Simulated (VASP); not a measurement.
# Be18Cl in VASP: further runs, part 2 of 2

VASP 6.6.1.

### Step 3. Single point, LDA

The input, INCAR:

```
PREC = Accurate ; ENCUT = 520
EDIFF = 1E-6 ; ISMEAR = 0
SIGMA = 0.1 ; LREAL = Auto
LASPH = True ; NELM = 100
ALGO = Normal ; ISIF = 2
LWAVE = False ; LCHARG = True
GGA = CA ; LELF = True
LVHAR = True ; NBANDS = 36
```

The input, KPOINTS:

```
regular mesh
0
Gamma
  4 3 1
```

The input, POSCAR:

```
Be18Cl
1.0
    4.5800000000      0.0000000000      0.0000000000
    3.4350000000      5.9495950000      0.0000000000
    0.0000000000      0.0000000000     15.5884300000
Be Cl
18 1
Direct
    0.0000000000      0.0000000000      0.0641500780
    0.5000000000      0.0000000000      0.0641500780
    0.0000000420      0.3333332773      0.0641500780
    0.5000000420      0.3333332773      0.0641500780
   -0.0000000420      0.6666667227      0.0641500780
    0.4999999580      0.6666667227      0.0641500780
   -0.1755902358      0.2166367627      0.1795881946
    0.3376696443      0.2240297029      0.1802960272
   -0.1727413730      0.5644449748      0.1738099347
    0.3383735362      0.5498192734      0.1770136569
   -0.1610252619      0.8887352837      0.1822717233
    0.3263422568      0.8972842689      0.1789208406
    0.0049377085     -0.0023961295      0.2962404809
    0.5017908627     -0.0100480789      0.2962140511
   -0.0181428358      0.3446975803      0.2825917684
    0.4955582629      0.3415217338      0.2978273630
    0.0044920831      0.6524970187      0.2873657578
    0.4990329443      0.6640937745      0.2901575078
    0.6595612433      0.1089390118      0.4008054692
```

Potentials or basis: VASP PAW LDA potentials, release 64 (Be, Cl).

Run with:

```sh
$ cat potpaw_LDA.64/Be/POTCAR potpaw_LDA.64/Cl/POTCAR > POTCAR
$ mpirun -np 1 vasp_std > vasp.out
```

OUTCAR:

```text
PREC = Accurate
   ENCUT = 520
   EDIFF = 1E-6
   ISMEAR = 0
   LREAL = Auto
   LASPH = True
   NELM = 100
   ISIF = 2
   GGA = CA

 ion  position               nearest neighbor table
   1  0.000  0.000  0.064-  12 2.21   7 2.21  11 2.25   5 2.29   3 2.29   6 2.29   4 2.29   2 2.29
                             2 2.29
   2  0.500  0.000  0.064-  12 2.21   8 2.25  11 2.28   6 2.29   4 2.29   3 2.29   5 2.29   1 2.29
                             1 2.29
   3  0.000  0.333  0.064-   9 2.19   8 2.25   7 2.27   1 2.29   2 2.29   4 2.29   4 2.29   6 2.29
                             5 2.29
   4  0.500  0.333  0.064-  10 2.18   7 2.21   8 2.23   2 2.29   1 2.29   3 2.29   3 2.29   5 2.29
                             6 2.29
   5  1.000  0.667  0.064-   9 2.14  10 2.21  11 2.27   1 2.29   2 2.29   6 2.29   6 2.29   4 2.29
                             3 2.29
   6  0.500  0.667  0.064-   9 2.15  10 2.21  12 2.25   2 2.29   1 2.29   5 2.29   5 2.29   3 2.29
                             4 2.29
   7  0.824  0.217  0.180-  15 2.12   8 2.20   4 2.21   1 2.21  11 2.22  13 2.24  12 2.25  10 2.26
                            16 2.26   3 2.27   8 2.38
   8  0.338  0.224  0.180-  15 2.13   7 2.20   4 2.23  10 2.24   2 2.25   3 2.25  16 2.26  12 2.27
                            14 2.28  11 2.30   9 2.34   7 2.38
   9  0.827  0.564  0.174-  15 2.14   5 2.14   6 2.15  17 2.16   3 2.19  18 2.23  11 2.26  10 2.29
[... 13 lines left out ...]
  16  0.496  0.342  0.298-  19 2.12  17 2.20  18 2.23  15 2.25  10 2.25   7 2.26   8 2.26  13 2.35
                            15 2.35
  17  0.004  0.652  0.287-   9 2.16  11 2.16  15 2.17  10 2.17  16 2.20  18 2.28  18 2.31  14 2.31
                            13 2.38
  18  0.499  0.664  0.290-  10 2.20  15 2.21  12 2.22  16 2.23   9 2.23  14 2.25  17 2.28  13 2.28
                            17 2.31
  19  0.660  0.109  0.401-  14 2.11  16 2.12  13 2.13

  LATTYP: Found a simple monoclinic cell.
 ALAT       =     4.5800000000
 B/A-ratio  =     3.4035873362
 C/A-ratio  =     1.3228757576
 COS(beta)  =    -0.1889822219

  Lattice vectors:

 A1 = (   4.5800000000,   0.0000000000,   0.0000000000)
 A2 = (   0.0000000000,   0.0000000000, -15.5884300000)
 A3 = (  -1.1450000000,   5.9495950000,   0.0000000000)

Analysis of symmetry for initial positions (statically):
=====================================================================
[... 172 lines left out ...]
 Gauss-broadening in eV      SIGMA  =   0.10
  energy-cutoff  :      520.00
  volume of cell :      424.77
 maximum number of plane-waves:     11487
 NGX is ok and might be reduce to    36
   NGX = 17   NGY = 25   NGZ = 57

 number of electron      43.0000000 magnetization

 Free energy of the ion-electron system (eV)
  ---------------------------------------------------
  ext. energy  EPLUGINS =         0.00000000
  ---------------------------------------------------
  free energy    TOTEN  =       -72.72835815 eV

  energy without entropy =      -72.70889043  energy(sigma->0) =      -72.71862429

 E-fermi :  -0.8020     XC(G=0):  -5.2947

 val. band max:       -0.8363533535   @ k =  -0.2500   0.3333   0.0000
 cond. band min:      -0.6880474643   @ k =   0.2500   0.0000   0.0000
 fundamental gap:      0.1483058892
 Fermi energy:        -0.8020326827

 k-point     1 :       0.0000    0.0000    0.0000
  band No.  band energies     occupation
      1     -17.8312      2.00000
      2     -10.3888      2.00000
      3      -8.3365      2.00000
      4      -7.5090      2.00000
      5      -7.4292      2.00000
      6      -6.7014      2.00000
[... 241 lines left out ...]
     32       3.8740      0.00000
     33       4.0103      0.00000
 [bands above 33 left out]

------------------------ aborting loop because EDIFF is reached ----------------------------------------

  FORCE on cell =-STRESS in cart. coord.  units (eV):
  Direction    XX          YY          ZZ          XY          YZ          ZX
  --------------------------------------------------------------------------------------
  -------------------------------------------------------------------------------------
  Total      -12.8058786    -14.7992130      0.3220477      1.5237949     -0.0336658     -0.0191141
  in kB      -48.3019546    -55.8205285      1.2147182      5.7475378     -0.1269826     -0.0720955
  external PRESSURE =     -34.3025883 kB  Pullay stress =       0.0000000 kB

 VOLUME and BASIS-vectors are now :
 -----------------------------------------------------------------------------
  energy-cutoff  :      520.00
  volume of cell :      424.77
      direct lattice vectors                 reciprocal lattice vectors
     4.580000000  0.000000000  0.000000000     0.218340611 -0.126059001  0.000000000
     3.435000000  5.949595000  0.000000000     0.000000000  0.168078668  0.000000000
     0.000000000  0.000000000 15.588430000     0.000000000  0.000000000  0.064150142

 POSITION                                       TOTAL-FORCE (eV/Angst)
 -----------------------------------------------------------------------------------
      0.00000      0.00000      1.00000        -0.020757     -0.023544      0.004446
      2.29000      0.00000      1.00000         0.074733     -0.081297      0.043999
      1.14500      1.98320      1.00000        -0.069382     -0.198628      0.129449
      3.43500      1.98320      1.00000         0.030326     -0.001634      0.125846
      6.87000      3.96640      1.00000         0.147223      0.132974     -0.087792
      4.58000      3.96640      1.00000        -0.164228      0.171539     -0.301578
[... 11 lines left out ...]
      4.56673      3.95109      4.52310        -0.001588      0.007161      0.019400
      3.39500      0.64814      6.24793        -0.015245     -0.024811     -0.004910
 -----------------------------------------------------------------------------------
    total drift:                               -0.000841     -0.000249      0.001327

  FREE ENERGIE OF THE ION-ELECTRON SYSTEM (eV)
  ---------------------------------------------------
  free  energy   TOTEN  =       -72.7283581453 eV

  energy  without entropy=      -72.7088904338  energy(sigma->0) =      -72.71862429
```

OSZICAR:

```text
N       E                     dE             d eps       ncg     rms          rms(c)
DAV:   1     0.154966267802E+03    0.15497E+03   -0.14663E+04   504   0.895E+02
DAV:   2    -0.604840384587E+02   -0.21545E+03   -0.20693E+03   704   0.173E+02
DAV:   3    -0.781748101651E+02   -0.17691E+02   -0.17129E+02   648   0.450E+01
[... 15 lines left out ...]
DAV:  19    -0.727283249415E+02   -0.47061E-04   -0.11328E-05   656   0.131E-02    0.544E-03
DAV:  20    -0.727283442728E+02   -0.19331E-04   -0.11674E-06   488   0.429E-03    0.350E-03
DAV:  21    -0.727283568170E+02   -0.12544E-04   -0.99367E-07   520   0.265E-03    0.204E-03
DAV:  22    -0.727283579538E+02   -0.11368E-05   -0.21688E-07   472   0.185E-03    0.360E-04
DAV:  23    -0.727283581453E+02   -0.19146E-06   -0.87759E-08   432   0.111E-03
   1 F= -.72728358E+02 E0= -.72718624E+02  d E =-.194677E-01
```

stdout:

```text
POSCAR found type information on POSCAR BeCl
 POSCAR found :  2 types and      19 ions
 scaLAPACK will be used
 LDA part: xc-table for (Slater(with rela. corr.)+CA(PZ))
 , standard interpolation
 POSCAR, INCAR and KPOINTS ok, starting setup
 FFT: planning ... GRIDC
 FFT: planning ... GRID_SOFT
 FFT: planning ... GRID
 WAVECAR not read
 entering main loop
```

It took 1.9 min on 1 thread of Intel Xeon 6975P-C (Granite Rapids), shared host; peak memory 0.4 GiB.

What came out:

- Free energy: -72.7284 eV
- Largest force: 0.384 eV/Å
- Band gap on the k mesh: none (metal or under the smearing width)

Forces on the atoms (eV/Å):
```
Be  -0.021 -0.024  0.004
Be   0.075 -0.081  0.044
Be  -0.069 -0.199  0.129
Be   0.030 -0.002  0.126
Be   0.147  0.133 -0.088
Be  -0.164  0.172 -0.302
Be   0.008  0.002 -0.001
Be   0.006 -0.002 -0.003
Be   0.010  0.007 -0.007
Be  -0.013 -0.011 -0.013
Be  -0.010 -0.007 -0.011
Be   0.000  0.009  0.009
Be  -0.020  0.017  0.023
Be   0.026  0.012  0.036
Be  -0.001 -0.008  0.019
Be   0.009  0.009  0.009
Be   0.005 -0.009  0.009
Be  -0.002  0.007  0.019
Cl  -0.015 -0.025 -0.005
```

Caveat: the k mesh is coarse (spacing up to 0.40 Å⁻¹), so the values aren't converged; an odd number of electrons without spin polarisation forces a metal; a magnetic or distorted state may lie lower.

### Step 4. Single point, LDA

The input, INCAR:

```
PREC = Accurate ; ENCUT = 520
EDIFF = 1E-6 ; ISMEAR = 0
SIGMA = 0.1 ; LREAL = Auto
LASPH = True ; NELM = 100
ALGO = Normal ; ISIF = 2
LWAVE = False ; LCHARG = False
NBANDS = 36
```

KPOINTS is that of step 3.

The input, POSCAR:

```
Be18Cl
1.0
    4.5800000000      0.0000000000      0.0000000000
    3.4350000000      5.9495950000      0.0000000000
    0.0000000000      0.0000000000     15.5884300000
Be Cl
18 1
Direct
    0.0000000000      0.0000000000      0.0641501000
    0.5000000000      0.0000000000      0.0641501000
    0.0000000000      0.3333333000      0.0641501000
    0.5000000000      0.3333333000      0.0641501000
    0.0000000000      0.6666667000      0.0641501000
    0.5000000000      0.6666667000      0.0641501000
   -0.1736577007      0.2306176006      0.1789208335
    0.3389746347      0.2220686545      0.1822717445
   -0.1623303150      0.5573630429      0.1802960236
    0.3244097895      0.5499700584      0.1795881883
   -0.1616264949      0.8831525158      0.1770136357
    0.3272585889      0.8977783254      0.1738099426
   -0.0009670650     -0.0025729264      0.2901574932
    0.5044920037     -0.0141695983      0.2873657814
    0.0017909526      0.3232852421      0.2962140831
    0.5049378145      0.3309371444      0.2962404803
   -0.0044417398      0.6748550401      0.2978273578
    0.4818573018      0.6780308568      0.2825917510
    0.1595612325      0.4422723947      0.4008054632
```

Potentials or basis: VASP PAW LDA potentials, release 64 (Be, Cl).

Run with:

```sh
$ cat potpaw_LDA.64/Be/POTCAR potpaw_LDA.64/Cl/POTCAR > POTCAR
$ mpirun -np 1 vasp_std > vasp.out
```

OUTCAR:

```text
PREC = Accurate
   ENCUT = 520
   EDIFF = 1E-6
   ISMEAR = 0
   LREAL = Auto
   LASPH = True
   NELM = 100
   ISIF = 2

 ion  position               nearest neighbor table
   1  0.000  0.000  0.064-  12 2.15  11 2.21   7 2.25   5 2.29   3 2.29   2 2.29   2 2.29   6 2.29
                             4 2.29
   2  0.500  0.000  0.064-  12 2.14  11 2.21   8 2.27   6 2.29   4 2.29   1 2.29   1 2.29   5 2.29
                             3 2.29
   3  0.000  0.333  0.064-   7 2.21   9 2.25   8 2.28   1 2.29   4 2.29   4 2.29   2 2.29   6 2.29
                             5 2.29
   4  0.500  0.333  0.064-   7 2.21  10 2.21   8 2.25   2 2.29   3 2.29   3 2.29   1 2.29   5 2.29
                             6 2.29
   5  0.000  0.667  0.064-  11 2.18  10 2.21   9 2.23   1 2.29   6 2.29   6 2.29   2 2.29   4 2.29
                             3 2.29
   6  0.500  0.667  0.064-  12 2.19   9 2.25  10 2.27   2 2.29   5 2.29   5 2.29   1 2.29   3 2.29
                             4 2.29
   7  0.826  0.231  0.179-   4 2.21   3 2.21  15 2.21  13 2.22  16 2.23  10 2.25   1 2.25   8 2.26
                             9 2.27  12 2.29   8 2.32  11 2.36
   8  0.339  0.222  0.182-  14 2.16  16 2.20  10 2.22  15 2.22   4 2.25  12 2.26   7 2.26   2 2.27
                             3 2.28   9 2.30  11 2.31   7 2.32
[... 240 lines left out ...]
      6      -6.7014      2.00000
[... 241 lines left out ...]
     32       3.8740      0.00000
     33       4.0103      0.00000
 [bands above 33 left out]

------------------------ aborting loop because EDIFF is reached ----------------------------------------

  FORCE on cell =-STRESS in cart. coord.  units (eV):
  Direction    XX          YY          ZZ          XY          YZ          ZX
  --------------------------------------------------------------------------------------
  -------------------------------------------------------------------------------------
  Total      -12.8058895    -14.7992191      0.3220769      1.5237962     -0.0336598     -0.0191148
  in kB      -48.3019955    -55.8205515      1.2148283      5.7475427     -0.1269600     -0.0720983
  external PRESSURE =     -34.3025729 kB  Pullay stress =       0.0000000 kB

 VOLUME and BASIS-vectors are now :
 -----------------------------------------------------------------------------
  energy-cutoff  :      520.00
  volume of cell :      424.77
      direct lattice vectors                 reciprocal lattice vectors
     4.580000000  0.000000000  0.000000000     0.218340611 -0.126059001  0.000000000
     3.435000000  5.949595000  0.000000000     0.000000000  0.168078668  0.000000000
     0.000000000  0.000000000 15.588430000     0.000000000  0.000000000  0.064150142

 POSITION                                       TOTAL-FORCE (eV/Angst)
 -----------------------------------------------------------------------------------
      0.00000      0.00000      1.00000        -0.164229      0.171541     -0.301581
      2.29000      0.00000      1.00000         0.147222      0.132977     -0.087794
      1.14500      1.98320      1.00000         0.074733     -0.081295      0.043997
      3.43500      1.98320      1.00000        -0.020757     -0.023543      0.004444
      2.29000      3.96640      1.00000         0.030326     -0.001639      0.125842
      4.58000      3.96640      1.00000        -0.069383     -0.198631      0.129448
[... 11 lines left out ...]
      4.53594      4.03401      4.40516        -0.000878     -0.007571      0.019006
      2.25000      2.63134      6.24793        -0.015242     -0.024813     -0.004877
 -----------------------------------------------------------------------------------
    total drift:                               -0.000838     -0.000251      0.001364

  FREE ENERGIE OF THE ION-ELECTRON SYSTEM (eV)
  ---------------------------------------------------
  free  energy   TOTEN  =       -72.7283579271 eV

  energy  without entropy=      -72.7088901243  energy(sigma->0) =      -72.71862403
```

OSZICAR:

```text
N       E                     dE             d eps       ncg     rms          rms(c)
DAV:   1     0.156779564759E+03    0.15678E+03   -0.14645E+04   504   0.895E+02
DAV:   2    -0.608956054583E+02   -0.21768E+03   -0.20919E+03   732   0.173E+02
DAV:   3    -0.782012599254E+02   -0.17306E+02   -0.16820E+02   600   0.450E+01
[... 15 lines left out ...]
DAV:  19    -0.727283239781E+02   -0.46156E-04   -0.10468E-05   656   0.125E-02    0.460E-03
DAV:  20    -0.727283448375E+02   -0.20859E-04   -0.12548E-06   496   0.430E-03    0.319E-03
DAV:  21    -0.727283565841E+02   -0.11747E-04   -0.94135E-07   512   0.262E-03    0.210E-03
DAV:  22    -0.727283577644E+02   -0.11804E-05   -0.17989E-07   472   0.168E-03    0.384E-04
DAV:  23    -0.727283579271E+02   -0.16272E-06   -0.89155E-08   440   0.108E-03
   1 F= -.72728358E+02 E0= -.72718624E+02  d E =-.194678E-01
```

It took 5.6 min on 1 thread of Intel Xeon Platinum 8375C at 2.90GHz (Ice Lake), shared host; peak memory 0.41 GiB.

Results:

```
Free energy            : -72.7284 eV
Largest force          : 0.384 eV/Å
Band gap on the k mesh : none (metal or under the smearing width)
```

Forces on the atoms (eV/Å):
```
Be  -0.164  0.172 -0.302
Be   0.147  0.133 -0.088
Be   0.075 -0.081  0.044
Be  -0.021 -0.024  0.004
Be   0.030 -0.002  0.126
Be  -0.069 -0.199  0.129
Be   0.000  0.009  0.009
Be  -0.010 -0.007 -0.011
Be   0.006 -0.002 -0.003
Be   0.008  0.002 -0.001
Be  -0.013 -0.011 -0.013
Be   0.010  0.007 -0.007
Be  -0.002  0.007  0.019
Be   0.005 -0.009  0.009
Be   0.026  0.012  0.036
Be  -0.020  0.017  0.023
Be   0.009  0.009  0.009
Be  -0.001 -0.008  0.019
Cl  -0.015 -0.025 -0.005
```

Levels at points of the mesh, in eV from the Fermi level:
```csv
k point,band 19,band 20,band 21,band 22,band 23,band 24,band 25,band 26
"(0.00, 0.00, 0.00)",-1.42,-0.52,-0.38,-0.18,0.54,2.45,2.52,2.93
"(0.50, 0.00, 0.00)",-0.57,-0.37,-0.20,0.14,0.85,0.98,1.86,2.10
```

Caveat: the k mesh is coarse (spacing up to 0.40 Å⁻¹), so the values aren't converged; an odd number of electrons without spin polarisation forces a metal; a magnetic or distorted state may lie lower.
